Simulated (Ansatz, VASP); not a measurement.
# Si2As4W (WSi2As4 monolayer) in two plane-wave programs, part 2 of 2

Aim: how closely do two programs agree when they are given the same cell, functional and k mesh? Of the first pair: The structure shown is the start of the Ansatz relaxation below; VASP solves that cell, so the two are compared at the walk's first step.

VASP 6.6.1 and Ansatz 0.2.0.

So far: Starting point; Ansatz: relaxation, PBE with D3(BJ); VASP: single point, PBE with D3(BJ), start cell, pair 1.

## Step 4: Side by side

Known differences besides the potentials themselves: Ansatz cuts the interaction across the vacuum, VASP repeats the sheet with a dipole correction; the data sets hold 82 valence electrons in Ansatz (on its default PAW (the set named soft_2) files) and 34 in VASP; the cutoff is 420 eV in Ansatz and 520 eV in VASP. Total energies have different zeros and are not compared.

Forces (eV/Å; atoms numbered as in POSCAR):

```csv
atom,"Ansatz x, y, z","VASP x, y, z"
As1,"0.000, 0.000, -3.106","0.000, 0.000, -3.154"
As2,"0.000, 0.000, 3.014","0.000, 0.000, 3.125"
As3,"0.000, 0.000, -3.014","0.000, 0.000, -3.125"
As4,"0.000, 0.000, 3.106","0.000, 0.000, 3.154"
Si5,"0.000, 0.000, 1.446","0.000, 0.000, 1.433"
Si6,"0.000, 0.000, -1.446","0.000, 0.000, -1.433"
W7,"0.000, 0.000, 0.000","0.000, 0.000, 0.000"
```

The forces differ by 38 meV/Å r.m.s., which is 2.6 % of the r.m.s. force of 1.440 eV/Å (both taken over all components). With vacuum in the cell, a pressure given here is an average over mostly empty space and none of the material.

## Step 5: Ansatz: relaxation, PBE with D3(BJ)

This run makes the geometry at which the two programs are then compared.

The structure compared here is the end of the Ansatz relaxation.

Contents of input.yaml:

```yaml
crystal:
  lattice:
    - [3.63, 0.0, 0.0]
    - [-1.815, 3.1436722157, 0.0]
    - [0.0, 0.0, 49.355114908]
  atoms:
    - { symbol: As, position: [0.0, 0.0, 0.4072526229] }
    - { symbol: Si, position: [0.3333333333, 0.6666666667, 0.4226911672] }
    - { symbol: As, position: [0.3333333333, 0.6666666667, 0.4678739209] }
    - { symbol: W, position: [0.0, 0.0, 0.5] }
    - { symbol: As, position: [0.3333333333, 0.6666666667, 0.5321260791] }
    - { symbol: Si, position: [0.3333333333, 0.6666666667, 0.5773088328] }
    - { symbol: As, position: [0.0, 0.0, 0.5927473771] }
  periodic: [true, true, false]
kpoints:
  mp_grid: { grid: [12, 12, 1] }
hamiltonian:
  xc: pbe
  dispersion: d3bj
scf:
  occupations: { method: fermi_dirac, width: 0.05 }
  convergence: { dr2_threshold: 1.0e-09 }
relax:
  f_tol: 0.004
  max_steps: 90
  cell: {}
output:
  write_potential: true
  write_density: true
  volumetric_format: npy
```

Command:

```console
ansatz run input.yaml --threads 4 --pin off --max-ram 6144MiB --backend cpu --events-out ev --progress --plain --runs-dir out
```

Numbers of over 12 decimals in the logs are rounded to 6 here.

The log of the run:

```text
[...]
Crystal: 7 atoms, lattice volume = 563.217 Å³
Basis set: ecut = 420 eV, 10869 PW (Γ), exchange–correlation on 50×50×720 points (8 copies of the dense FFT grid, shifted against one another)
Bands: 50, of which v1, the nominal top of the filled ones, is band 41 counted from 1 (40 counted from 0)
Symmetry: 12 space group operations
[...]
- { symbol: Si, position: [0.333333, 0.666667, 0.422079] }
    - { symbol: As, position: [0.333333, 0.666667, 0.469557] }
    - { symbol: W, position: [1.057355261855499e-17, -5.1357255561990634e-17, 0.500000] }
    - { symbol: As, position: [0.333333, 0.666667, 0.530443] }
    - { symbol: Si, position: [0.333333, 0.666667, 0.577921] }
    - { symbol: As, position: [1.057355261855499e-17, -5.1357255561990634e-17, 0.600765] }
[key lines of the parts left out:]
SCF converged after 6 iterations
Free energy (F): -31083.779485 eV
Fermi energy:    -4.404963 eV
P = ½ c Tr σ = -0.0105 N/m
```

## Step 6: VASP: single point, PBE with D3(BJ), relaxed cell, pair 2

The same cell, functional, mesh and smearing now go to VASP, with its own data sets.

Contents of INCAR:

```
SYSTEM = Si2As4W
PREC = Accurate
ENCUT = 520
EDIFF = 1E-06
NELM = 120
ISMEAR = -1
SIGMA = 0.05
LREAL = .FALSE.
ALGO = Normal
GGA = PE
IVDW = 12
NBANDS = 24
LASPH = .TRUE.
LORBIT = 11
LWAVE = .FALSE.
LCHARG = .FALSE.
ISIF = 2
LDIPOL = .TRUE.
IDIPOL = 3
DIPOL = 0.5 0.5 0.5
LVHAR = .TRUE.
GGA_COMPAT = .FALSE.
EFERMI = MIDGAP
NELMDL = -8
KPAR = 2
```

Contents of POSCAR:

```
Si2As4W
1.0
    3.5636301331      0.0000000000      0.0000000000
   -1.7818150666      3.0861942250      0.0000000000
    0.0000000000      0.0000000000     49.3551149080
As Si W
4 2 1
Direct
    0.0000000000      0.0000000000      0.3992351535
    0.3333333333      0.6666666667      0.4695573638
    0.3333333333      0.6666666667      0.5304426362
    0.0000000000      0.0000000000      0.6007648465
    0.3333333333      0.6666666667      0.4220793568
    0.3333333333      0.6666666667      0.5779206432
    0.0000000000      0.0000000000      0.5000000000
```

Contents of KPOINTS:

```
Automatic mesh
0
Gamma
12 12 1
0 0 0
```

The projector-augmented-wave data sets are As, Si and W (PBE family, release 64).

Command:

```console
mpirun -np 2 vasp_std
```

The log of the run:

```text
[... set-up lines as in an earlier step ...]
 entering main loop
       N       E                     dE             d eps       ncg     rms          rms(c)
DAV:   1     0.235437152938E+03    0.23544E+03   -0.10422E+04   928   0.993E+02
DAV:   2    -0.140543021601E+02   -0.24949E+03   -0.23888E+03  1400   0.179E+02
DAV:   3    -0.430342303030E+02   -0.28980E+02   -0.28650E+02  1176   0.692E+01
DAV:   4    -0.440540480761E+02   -0.10198E+01   -0.10130E+01  1352   0.158E+01
[...]
DAV:  25    -0.427526907457E+02   -0.19569E-05   -0.66175E-08   784   0.854E-04    0.289E-04
DAV:  26    -0.427526936187E+02   -0.28730E-05   -0.57362E-08   680   0.730E-04    0.220E-04
DAV:  27    -0.427526944698E+02   -0.85117E-06   -0.18243E-08   640   0.482E-04
   1 F= -.45289290E+02 E0= -.45289282E+02  d E =-.146793E-04
```

OUTCAR, selected parts (step 6):

```text
 Edisp (eV)   -2.53660

  Total       0.01095     0.01095     0.14171    -0.00000     0.00000     0.00000
  in kB       0.03231     0.03231     0.41828    -0.00000     0.00000     0.00000
  external pressure =        0.16 kB  Pullay stress =        0.00 kB

 POSITION                                       TOTAL-FORCE (eV/Angst)
 -----------------------------------------------------------------------------------
      0.00000      0.00000     19.70430         0.000000      0.000000     -0.056550
     -0.00000      2.05746     23.17506        -0.000000     -0.000000      0.072700
     -0.00000      2.05746     26.18006        -0.000000      0.000000     -0.072700
      0.00000      0.00000     29.65082         0.000000      0.000000      0.056550
     -0.00000      2.05746     20.83178         0.000000     -0.000000      0.024511
     -0.00000      2.05746     28.52334         0.000000     -0.000000     -0.024511
      0.00000      0.00000     24.67756        -0.000000      0.000000      0.000000
 -----------------------------------------------------------------------------------
    total drift:                                0.000000     -0.000000     -0.000000

  FREE ENERGIE OF THE ION-ELECTRON SYSTEM (eV)
  ---------------------------------------------------
  free  energy   TOTEN  =       -45.2892897874 eV

  energy  without entropy=      -45.2892751081  energy(sigma->0) =      -45.28928245

[... 1 part as in an earlier step ...]

[... 2 further parts left out ...]
[key lines of the parts left out:]
E-fermi :  -1.7584
```

## Step 7: Differences

What differs besides the data sets and the points named for the pairs above, as far as they apply: the data sets hold 82 valence electrons in Ansatz (on its default PAW (the set named soft_2) files) and 34 in VASP. Total energies have different zeros and are not compared.

Compared:

```csv
quantity,Ansatz,VASP,difference
gap on the k mesh (eV),0.791,0.792,-0.001
```

Forces (eV/Å; atoms numbered as in POSCAR):

```csv
atom,"Ansatz x, y, z","VASP x, y, z"
As1,"0.000, 0.000, -0.001","0.000, 0.000, -0.057"
As2,"0.000, 0.000, 0.000","0.000, 0.000, 0.073"
As3,"0.000, 0.000, 0.000","0.000, 0.000, -0.073"
As4,"0.000, 0.000, 0.001","0.000, 0.000, 0.057"
Si5,"0.000, 0.000, 0.001","0.000, 0.000, 0.025"
Si6,"0.000, 0.000, -0.001","0.000, 0.000, -0.025"
W7,"0.000, 0.000, 0.000","0.000, 0.000, 0.000"
```

The forces differ by 29 meV/Å r.m.s., where the r.m.s. force is 0.000 eV/Å in Ansatz and 0.029 eV/Å in VASP: the atoms lie near their places of rest in Ansatz, so a percentage would say little (all taken over all components). A gap on the mesh is an upper bound, since the band edges may lie between its points; neither run holds spin-orbit coupling, which can move the band edges of a compound of W. With vacuum in the cell, a pressure given here is an average over mostly empty space and none of the material.

## Step 8: What the set-up changes

Further runs change the set-up of one program: Ansatz's method, potentials or start, or VASP's data sets, cutoff or form of LDA. The table gives Ansatz less VASP for each quantity, since a change that brings one quantity closer may part another.

```csv
run,r.m.s. force difference (meV/Å),gap on the k mesh (eV)
as above,29,-0.0013
"VASP with the data sets As_d, Si and W_sv",9.7,-0.0025
```

## Step 9: Outcome

```yaml
r_m_s_force_difference_single_point_pbe_with_d3_bj_start_cell_pair_1: 2.6 % of the r.m.s. force
r_m_s_force_difference_single_point_pbe_with_d3_bj_relaxed_cell_pair_2: 29 meV/Å
```

**Reading.** The r.m.s. force difference is 29 meV/Å (single point, PBE with D3(BJ), relaxed cell, pair 2), beyond the 12 meV/Å picked in this series as the mark of a large difference. The data sets hold unlike numbers of valence electrons (82 in Ansatz and 34 in VASP), so part of the differences comes from the potentials. Single point, PBE with D3(BJ), relaxed cell, pair 2, VASP with the data sets As_d, Si and W_sv: r.m.s. force difference goes from 29 to 9.7 meV/Å; the difference in gap on the k mesh goes from -0.0013 to -0.0025 eV. Such differences can come from data sets, numerical settings and the points named under the comparisons, not from the functional's error against experiment.

[Lines on the potential files, build, host, timing and source positions are cut from VASP's logs without a mark.]

[Logs are printed without paths, hosts, clocks, repeated set-up lines and the standing remarks that a program may print on its own settings, such as how far it seeks lower states.]

[Hosts, paths, dates, database ids (printed as entryN), source tags and the programs' standing remarks are cut or masked in the printed files.]
